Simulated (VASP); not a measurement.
```xyz
2
Lattice="0.0000 2.6589 2.6589 2.6589 0.0000 2.6589 2.6589 2.6589 0.0000" Properties=species:S:1:pos:R:3 pbc="T T T"
K      0.0000     0.0000     0.0750
F      2.6589     2.6589     2.6589
```

The numbers are results of r2SCAN meta-GGA, VASP's PBE PAW potentials (set 64) (plane waves; VASP 6.6.1), not measurements. Numerical set-up: 600 eV cut-off, 8×8×8 Γ-centred mesh, Gaussian smearing of 0.050 eV, potentials K_sv F.

Which forces act on the atoms, in eV/Å?

```tsv
atom	Fx	Fy	Fz
K1	0.000	0.000	-0.140
F2	0.000	0.000	0.140
```

Give the stress tensor in GPa (positive for a compressed cell).

```
-0.06   0.00   0.00
 0.00  -0.06   0.00
 0.00   0.00   0.28
```
The pressure is its mean diagonal, 0.05 GPa.

The compound is KF in the rock salt structure. This cell was strained or had an atom moved on purpose.
